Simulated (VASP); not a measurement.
An input for Quantum ESPRESSO's pw.x (written as the equivalent of a VASP run, and not itself run):

```
&CONTROL
  calculation = 'vc-relax'
  pseudo_dir = './pseudo'
  outdir = './out'
  tprnfor = .true.
  tstress = .true.
  nstep = 60
  forc_conv_thr = 0.00078
/
&SYSTEM
  ibrav = 0
  nat = 5
  ntyp = 3
  ecutwfc = 62.5
  occupations = 'smearing'
  smearing = 'gaussian'
  degauss = 0.003675
  input_dft = 'pbe'
  vdw_corr = 'grimme-d3'
  dftd3_version = 4
  dftd3_threebody = .false.
/
&ELECTRONS
  conv_thr = 7.3e-08
  electron_maxstep = 100
/
&IONS
/
&CELL
/
ATOMIC_SPECIES
  Cs 132.905 Cs.upf
  Pb 207.200 Pb.upf
  Br 79.904 Br.upf
CELL_PARAMETERS angstrom
     5.8897992    0.0000000    0.0000000
     0.0000000    5.8897992   -0.0000000
     0.0000000    0.0000000    5.8897992
ATOMIC_POSITIONS crystal
  Cs   0.0000000  0.0000000  0.0000000
  Pb   0.5000000  0.5000000  0.5000000
  Br   0.5000000  0.0000000  0.5000000
  Br   0.0000000  0.5000000  0.5000000
  Br   0.5000000  0.5000000  0.0000000
K_POINTS automatic
  4 4 4 0 0 0
```

Task: Translate this input to VASP (INCAR, KPOINTS, POSCAR, choice of POTCAR).

Result: Several could match; the one computed here: 
File KPOINTS:
```
Automatic
0
Gamma
 4 4 4
0 0 0
```

INCAR:
```
SYSTEM = CsPbBr3
PREC = Accurate
ENCUT = 520
EDIFF = 1E-6
NELM = 100
ALGO = Normal
LREAL = .FALSE.
LASPH = .TRUE.
ISMEAR = 0
SIGMA = 0.05
GGA = PE
IVDW = 12
LMAXMIX = 4
LWAVE = .FALSE.
LCHARG = .FALSE.
IBRION = 2
ISIF = 3
NSW = 60
EDIFFG = -0.02
```

POSCAR:
```
CsPbBr3
1
    5.8897992470     0.0000000000     0.0000000000
    0.0000000000     5.8897992470    -0.0000000000
    0.0000000000     0.0000000000     5.8897992470
Cs Pb Br
1 1 3
Direct
  0.0000000000   0.0000000000   0.0000000000
  0.5000000000   0.5000000000   0.5000000000
  0.5000000000   0.0000000000   0.5000000000
  0.0000000000   0.5000000000   0.5000000000
  0.5000000000   0.5000000000   0.0000000000
```

POTCAR, in this order: Cs_sv Pb_d Br (PBE.64 set). Program: vasp_std.

The two are equivalent in intent, not identical: the potentials are each code's own (VASP's PAW set, PseudoDojo norm-conserving files in pw.x), so ENCUT and ecutwfc are chosen apart and not converted; conv_thr bounds pw.x's estimated SCF error, while EDIFF bounds the energy change between steps; forc_conv_thr acts on force components and is met together with etot_conv_thr.

The compound is CsPbBr3 in the cubic perovskite structure, the ideal cubic form; the compound distorts at low or room temperature. This run relaxes it. Symmetry was kept, so distortions that lower it aren't found. The start is the result of an earlier pass.
